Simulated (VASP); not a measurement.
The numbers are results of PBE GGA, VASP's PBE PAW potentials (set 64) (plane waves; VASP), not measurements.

A VASP calculation is set up with these files.

### KPOINTS_OPT
```
k-points along high-symmetry lines
20
Line-mode
Reciprocal
  0.000000   0.000000   0.000000 ! GAMMA
  0.000000   0.500000   0.000000 ! X

  0.000000   0.500000   0.000000 ! X
  0.500000   0.500000   0.000000 ! M

  0.500000   0.500000   0.000000 ! M
  0.000000   0.000000   0.000000 ! GAMMA
```

**KPOINTS**
```
Automatic mesh
0
Gamma
7 7 1
0 0 0
```

INCAR:
```
SYSTEM  =  Tl
PREC  =  Accurate; ENCUT  =  300; LREAL  =  .FALSE.
LASPH  =  .TRUE.
EDIFF  =  1E-6; NELM  =  100; ALGO  =  Normal
LMAXMIX  =  4
ISMEAR  =  -1; SIGMA  =  0.1
GGA  =  PE
ISIF  =  2
LWAVE  =  .FALSE.; LCHARG  =  .FALSE.
```

File POSCAR:
```
Tl
22.35770
  0.1421798307   0.0000000000   0.0000000000
  0.0000000000   0.1421798307   0.0000000000
  0.0000000000   0.0000000000   1.0000000000
Tl
3
Cartesian
  0.0000000000   0.0000000000   0.3578190000
  0.0000000000   0.0000000000   0.5000020000
  0.0000000000   0.0000000000   0.6421810000
```

POTCAR, in this order: Tl_d (PBE.64 set). Program: vasp_std.

Output of the run:

### OSZICAR
```
       N       E                     dE             d eps       ncg     rms          rms(c)
DAV:   1     0.134700638326E+03    0.13470E+03   -0.15033E+04   625   0.890E+02
DAV:   2    -0.230169083038E+01   -0.13700E+03   -0.13546E+03   523   0.203E+02
DAV:   3    -0.615980198007E+01   -0.38581E+01   -0.38386E+01   538   0.317E+01
DAV:   4    -0.620780307532E+01   -0.48001E-01   -0.47970E-01   618   0.359E+00
DAV:   5    -0.620908668091E+01   -0.12836E-02   -0.12836E-02   623   0.484E-01    0.371E+00
DAV:   6    -0.611820139696E+01    0.90885E-01   -0.22797E-01   488   0.299E+00    0.244E+00
DAV:   7    -0.609013701284E+01    0.28064E-01   -0.11297E-01   481   0.216E+00    0.562E-01
DAV:   8    -0.608632277628E+01    0.38142E-02   -0.94584E-03   488   0.616E-01    0.116E-01
DAV:   9    -0.608601279181E+01    0.30998E-03   -0.81655E-04   482   0.183E-01    0.612E-02
DAV:  10    -0.608521249644E+01    0.80030E-03   -0.18995E-03   506   0.167E-01    0.244E-02
DAV:  11    -0.608538656281E+01   -0.17407E-03   -0.13473E-04   534   0.603E-02    0.151E-02
DAV:  12    -0.608557298944E+01   -0.18643E-03   -0.94947E-05   484   0.338E-02    0.703E-03
DAV:  13    -0.608569601603E+01   -0.12303E-03   -0.19988E-05   394   0.137E-02    0.421E-03
DAV:  14    -0.608573400538E+01   -0.37989E-04   -0.20994E-05   307   0.997E-03    0.232E-03
DAV:  15    -0.608579229359E+01   -0.58288E-04   -0.14668E-05   300   0.850E-03    0.147E-03
DAV:  16    -0.608584427377E+01   -0.51980E-04   -0.48988E-06   300   0.393E-03    0.840E-04
DAV:  17    -0.608587849150E+01   -0.34218E-04   -0.45581E-06   293   0.310E-03    0.518E-04
DAV:  18    -0.608589182586E+01   -0.13334E-04   -0.23079E-06   293   0.252E-03    0.229E-04
DAV:  19    -0.608589239067E+01   -0.56481E-06   -0.39094E-08   314   0.793E-04
   1 F= -.60858924E+01 E0= -.60517960E+01  d E =-.681928E-01
       N       E                     dE             ncg
       N       E                     dE             ncg
       N       E                     dE             ncg
       N       E                     dE             ncg
       N       E                     dE             ncg
       N       E                     dE             ncg
```

OUTCAR:
```
------------------------ aborting loop because EDIFF is reached ----------------------------------------
  FORCE on cell =-STRESS in cart. coord.  units (eV):
  Direction    XX          YY          ZZ          XY          YZ          ZX
  --------------------------------------------------------------------------------------
  Total        0.2126870      0.2126870      0.7685371      0.0000000      0.0000000      0.0000000
  in kB        1.5083225      1.5083225      5.4502702      0.0000000      0.0000000      0.0000000
  external PRESSURE =       2.8223051 kB  Pullay stress =       0.0000000 kB
  volume of cell :      225.92
      direct lattice vectors                 reciprocal lattice vectors
     3.178814000  0.000000000  0.000000000     0.314582734  0.000000000  0.000000000
     0.000000000  3.178814000  0.000000000     0.000000000  0.314582734  0.000000000
     0.000000000  0.000000000 22.357700000     0.000000000  0.000000000  0.044727320
 POSITION                                       TOTAL-FORCE (eV/Angst)
 -----------------------------------------------------------------------------------
      0.00000      0.00000      8.00001         0.000000     -0.000000     -0.167927
      0.00000      0.00000     11.17889        -0.000000      0.000000      0.000000
      0.00000      0.00000     14.35769        -0.000000      0.000000      0.167927
 -----------------------------------------------------------------------------------
    total drift:                                0.000000      0.000000     -0.042823
  FREE ENERGIE OF THE ION-ELECTRON SYSTEM (eV)
  ---------------------------------------------------
  free  energy   TOTEN  =        -6.0858923907 eV

  energy  without entropy=       -6.0176995576  energy(sigma->0) =       -6.05179597
```
(Selected blocks of OUTCAR.)

At this cut-off the stress carries a Pulay error, which pulls relaxed volumes low. The cell holds a wide vacuum, so values per volume refer to the whole cell.

The cell is a sheet with vacuum, built from a generated structure.
